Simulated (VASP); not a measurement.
All values below come from optB86b-vdW, VASP's PBE PAW potentials (set 64) (plane waves; VASP 6.6.1).

VASP ran on this input.

File KPOINTS:
```
Automatic mesh
0
Gamma
11 11 8
0 0 0
```

INCAR:
```
ENCUT  =  520   ! plane-wave cut-off (eV)
PREC  =  Accurate
LUSE_VDW  =  .TRUE.
LASPH  =  .TRUE.
AGGAC  =  0.0
LREAL  =  .FALSE.
LORBIT  =  11   ! lm-projected
NEDOS  =  601   ! DOS grid
GGA  =  MK
NELM  =  100   ! most electronic steps
EDIFF  =  1E-7   ! SCF stop (eV)
LEFG  =  .TRUE.
LCHARG  =  .TRUE.
PARAM1  =  0.1234
ISMEAR  =  -5   ! tetrahedra, Bloechl
SYSTEM  =  P
ALGO  =  Normal
ISIF  =  2   ! forces and stress, cell fixed
PARAM2  =  1.0
LWAVE  =  .FALSE.
```

File POSCAR:
```
P
1
    1.6635067827    -5.2455457754    -0.0000000000
    1.6635067827     5.2455457754     0.0000000000
    0.0000000000     0.0000000000     4.3500441511
P
4
Direct
  0.1031144920   0.8968855080   0.9219213928
  0.3968855080   0.6031144920   0.4219213928
  0.6031144920   0.3968855080   0.5780786072
  0.8968855080   0.1031144920   0.0780786072
```

POTCAR, in this order: P (PBE.64 set). Program: vasp_std.

Task: What will the output report for the number of irreducible k-points (NKPTS), largest plane-wave count, number of space-group operations, FFT grid (NGX, NGY, NGZ)?

Result: 
The number of irreducible k-points (NKPTS) is 180 and the largest plane-wave count is 2064. The number of space-group operations is 8 and the FFT grid (NGX, NGY, NGZ) is 42 × 42 × 32.

The compound is P in the black structure. It was relaxed first.
